**What does a WSe₂ crystal gain when it is allowed to relax at fixed volume?**

If a crystal of WSe₂ is squeezed or stretched by the same fraction in every direction, and its atoms and cell shape may then adjust while the volume stays put, where does the released energy come from? The table follows this for volumes from 6 % below to 6 % above the relaxed one, with a density functional that includes a dispersion correction. The ratio c/a compares the height of the cell, along the stacking of the layers, with its basal edge. The shortest distance is the W–Se bond.

WSe₂ (six-atom cell) computed with VASP 6.6.1: PBE with D3(BJ) dispersion, recommended PAW potentials (W_sv, Se), 600 eV cutoff, 9 × 9 × 2 k mesh, Gaussian smearing of 0.03 eV, no spin–orbit coupling. Atoms and cell shape were relaxed at fixed volume (in the 19.880 Å³/atom row the volume too); each energy drop is counted from that run's own start.

```
volume (relaxed cell) (Å³/atom)  c/a (relaxed cell)  shortest distance (relaxed cell) (Å)  energy drop per atom (meV)
                         18.687              3.8095                                 2.522                      22.000
                         19.084              3.8332                                 2.527                       9.600
                         19.483              3.8628                                 2.532                       2.400
                         19.880              3.8983                                 2.536                       0.000
                         20.277              3.9403                                 2.539                       2.300
                         20.675              3.9891                                 2.543                       9.200
                         21.073              4.0412                                 2.545                      20.400
```

The energy drop is nearly the same on both sides: 22.0 meV per atom at the smallest volume and 20.4 meV at the largest. It grows about fourfold when the strain doubles. The row in the middle started from a structure that was already relaxed, so its zero is a reference point. Three readings of this valley-shaped column suggest themselves.

**First reading: the column is the equation of state**

This is the tempting one, because a curve with its zero at the best volume looks like energy against volume. But each drop is counted from that run's own start, the uniformly scaled cell, and not from the common minimum. The final energies of the same runs give the true height above the minimum, and in every strained row it is smaller than the drop. At the smallest volume it is 13.9 meV per atom.

The mistake matters to anyone who wants a stiffness from these data. For small strains the energy per atom is $\tfrac12 B V_0 x^2$, where $B$ is the bulk modulus, $V_0$ the relaxed volume per atom and $x$ the fractional change of volume. Put into this formula, the drops give 95 GPa, while the relaxed energies give 50 GPa. The pressures left in the relaxed cells, a separate result of the same runs, give 51 GPa and so side with the relaxed energies.

The false modulus still has a meaning. The energy of the scaled start is the relaxed energy plus the drop, so the two curvatures add up to about 145 GPa. That is the stiffness WSe₂ would show if its cell and all its atomic positions had to scale equally in all directions. Relaxation removes roughly two thirds of it, and the question becomes which part of the crystal was so stiff.

**Two limiting cases**

Imagine first a crystal that is equally stiff in every direction and has no atoms free to shift inside the cell. Uniform scaling would then already be the best response to a change of volume. Relaxation would find nothing to improve, and the drop would be zero at every volume. The height of the cell would take one third of the volume change.

Now imagine stiff layers separated by gaps that cost nothing to open or close. Uniform scaling would strain the layers, and relaxation would undo all of that by changing the gaps alone. The drop would equal the whole energy of the scaled start, and the height would take all of the volume change.

WSe₂ lies between these cases. Relaxation removes between 61 and 71 % of the energy of the scaled start, and the height takes 58 % of the volume change at the smallest volume and 75 % at the largest. The reason is standard chemistry: strong bonds hold each Se–W–Se layer together, while neighbouring layers attract each other mainly by weak dispersion forces. The exact shares rest on the dispersion correction used, and there is no second one here to compare with.

**Second reading: the gain is the price of a wrong cell shape**

If relaxation mainly corrects c/a, a natural guess is that the crystal resists a wrong c/a with one fixed stiffness. The drop should then go as the square of the change in the logarithm of c/a. The table contradicts this. The ratio changes much less on compression than on stretching, yet compression releases slightly more energy. A fit of this form to the six strained rows misses half of the drop at the smallest volume.

The misfit is systematic: the constant needed to match each row falls steadily from 41 eV at the smallest volume to 16 eV at the largest. That constant need not be a true stiffness, because c/a describes only the outer box and doesn't show where the energy sits. Inside it the two selenium planes of a layer can move apart or together without any change of c/a. Their distance $t$ follows from the table. A selenium atom sits sideways from its tungsten neighbour by $a/\sqrt3$, where $a$ is the basal edge, so the bond length $d$ obeys

$$d^2=\frac{a^2}{3}+\left(\frac t2\right)^2 .$$

The edge itself comes from the volume and c/a.

At the smallest volume, relaxation thickens the layer from 3.30 to 3.38 Å, almost exactly its unstrained thickness. The basal edge recovers only in part, from 3.21 to 3.24 Å, against 3.28 Å in the unstrained crystal. The gap between layers pays for both changes and shrinks from 2.96 to 2.79 Å. At the largest volume everything runs the other way: the layer becomes thinner again and the gap opens further. Over the whole series the relaxed thickness stays constant within one per cent.

**Third reading: the gain is the repair of strained bonds**

This geometry points to the bonds inside the layer as the source of the energy. Uniform scaling changes each bond in proportion to the cube root of the volume, and relaxation brings it most of the way back. Treat each W–Se bond as a spring with constant $k$, which costs $\tfrac12 k\delta^2$ when its length is off by $\delta$. Each tungsten atom has six bonds and there are three atoms per formula unit, hence two bonds per atom. The predicted drop per atom is therefore

$$\Delta E=k\left(\delta_{\text{start}}^2-\delta_{\text{relaxed}}^2\right).$$

For the smallest cell, the scaled bond is 2.484 Å and the relaxed one 2.522 Å, against 2.536 Å in the unstrained crystal. The bond is thus too short by 0.052 Å before relaxation and by 0.014 Å after it. The difference of the squares is about 0.0025 Å². With the fitted constant of 8.7 eV/Å² this gives

$$\Delta E\approx 8.7\times0.0025\ \text{eV}\approx 22\ \text{meV},$$

as in the table. This row was one of the six used to find $k$, so the agreement shows consistency and is no prediction.

The formula also follows the shape of the column. An ideal spring that is too short by some amount stores as much energy as one that is too long by the same amount, so the model gives nearly equal drops on both sides. Real bonds are less even-handed, and the symmetry in the table is partly a cancellation, as the energies discussed further on show. Doubling the strain doubles $\delta$ and makes the energy four times as large. After relaxation about a quarter of the strain or less is left in the bonds, and because it enters squared, the second term is only a small correction.

**How far the numbers decide**

They rule out the first reading, and the second in its simple form with one fixed stiffness. The third reproduces all six strained rows to within about half a meV per atom. That alone doesn't prove it, because the strain of the scaled bond is itself nearly proportional to the change of volume. A plain square law in volume, with no bonds in it, does almost as well. Written in the linear strain, the change in the cube root of the volume, it needs a constant that varies by less than two per cent over the six rows, which is steadier than the bond constant. The case for the bonds rests on the geometry: the bond length returns most of the way to its unstrained value and the layer thickness almost exactly to its own, while the gap moves further from its unstrained width and so can hardly be the source of the gain.

Nor is $k$ the constant of a pure W–Se bond. Relaxation also changes the bond angles, and it pushes the gap further from its best width, which costs energy. Both effects are absorbed in $k$. Energies of a single layer at the same strains would separate the part of the gap from that of the layer, but they are not available here.

One asymmetry remains, and it lies mostly outside the drop. Before relaxation, compression by 6 % costs about 7 meV per atom more than stretching by 6 %; after relaxation it still costs between 5 and 6 meV more. The nearly symmetric drop is the difference of these two lopsided costs, and they need not share an origin. In the scaled start the gap is off its width by only about 0.06 Å, so that lopsidedness is expected to come from the layer, whose bonds resist shortening more than lengthening. In the relaxed cell the likely cause is the gap, where selenium atoms of neighbouring layers repel each other ever more steeply as they approach. A gap that stiffens on compression leaves more strain in the basal edge, so much of the extra cost is expected to be stored in the layer. The same steepening would explain why the height takes a smaller share of the volume change on compression.

The order of reasoning carries over to another layered crystal. First ask how much energy uniform scaling stores in the stiff layer, which limits what can be released. Then ask how easily the gap gives way, which sets how much of it relaxation recovers. The printed analysis below lists the geometry and the energies row by row, with the three one-constant fits to the strained cells.

Numerical output:

```
Geometry in Å (c share is 0 in the reference row by definition):
     row  start bond  start layer  relaxed layer  start gap  relaxed gap  c share of volume change %
  18.687       2.484        3.303          3.384      2.962        2.786                       58.16
  19.084       2.502        3.326          3.379      2.983         2.86                       60.81
  19.483       2.519        3.349          3.375      3.004        2.939                       63.57
   19.88       2.536        3.372          3.372      3.024        3.024                           0
  20.277       2.553        3.394          3.368      3.044        3.116                       69.46
  20.675       2.569        3.416           3.37      3.064         3.21                       72.48
  21.073       2.586        3.438          3.367      3.083        3.313                       74.52
Energies in meV per atom (last three columns are 0 in the reference row by definition):
     row  start above minimum  relaxed above minimum  removed %  bond constant eV/Å2  shape constant eV
  18.687                35.94                  13.94      61.22                8.853              41.43
  19.084                15.38                  5.783      62.41                8.758              33.85
  19.483                3.758                  1.358      63.86                8.797              28.68
   19.88                    0                      0          0                    0                  0
  20.277                3.377                  1.077      68.11                8.449              20.03
  20.675                13.23                  4.032      69.53                8.645              17.35
  21.073                28.77                  8.372       70.9                8.522              15.74
fit of energy_drop_per_atom on 6 rows (energy_drop_per_atom > 0.05): coefficient of q 8.695 +/- 0.069; rms 0.237, worst 21.073 0.413, leave-one-out rms 0.4
  rows outside the fit (model, value, miss): 19.88 0, 0, 0
fit of energy_drop_per_atom on 6 rows (energy_drop_per_atom > 0.05): coefficient of shape2 19.71 +/- 3.9; rms 5.44, worst 18.687 -11.5, leave-one-out rms 9.33
  rows outside the fit (model, value, miss): 19.88 0, 0, 0
fit of energy_drop_per_atom on 6 rows (energy_drop_per_atom > 0.05): coefficient of vol2 5.884 +/- 0.093; rms 0.476, worst 18.687 -0.809, leave-one-out rms 0.797
  rows outside the fit (model, value, miss): 19.88 0, 0, 0
Drop misread as equation of state: false bulk modulus in GPa: 94.85
Bulk modulus from relaxed energies in GPa: 49.84
Bulk modulus from residual pressures in GPa: 50.52
Modulus for uniform scaling without relaxation in GPa: 144.7
```
